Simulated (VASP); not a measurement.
WC (wc) relaxed at rising pressure, in one space group throughout; other phases were not tried. The pressures are those reached. Computed with LDA (Ceperley-Alder, Perdew-Zunger), VASP's LDA PAW potentials (set 64) (plane waves; VASP 6.6.1).

| P (GPa) | V (Å³/atom) | k-mesh |
|---|---|---|
| -0.10 | 10.192 | 14×14×13 |
| 5.04 | 10.069 | 15×15×13 |
| 10.15 | 9.956 | 15×15×13 |
| 20.17 | 9.752 | 15×15×13 |
| 30.18 | 9.567 | 15×15×13 |

A change of mesh leaves a small step in the series.

Question: Fit an equation of state and predict the volume at 45.21 GPa.

Answer: Least squares on the third-order Birch-Murnaghan form, P = (3B0/2)(y⁷ − y⁵)[1 + (3/4)(B′ − 4)(y² − 1)] with y = (V0/V)^(1/3), gives V0 = 10.189 Å³/atom, B0 = 417 GPa and B′ = 4.4, and so 9.321 Å³/atom. The run gave 9.320 Å³/atom, -0.0 % from the fit.

Pressures at which the relaxation failed are left out.

The compound is WC in the wc structure.
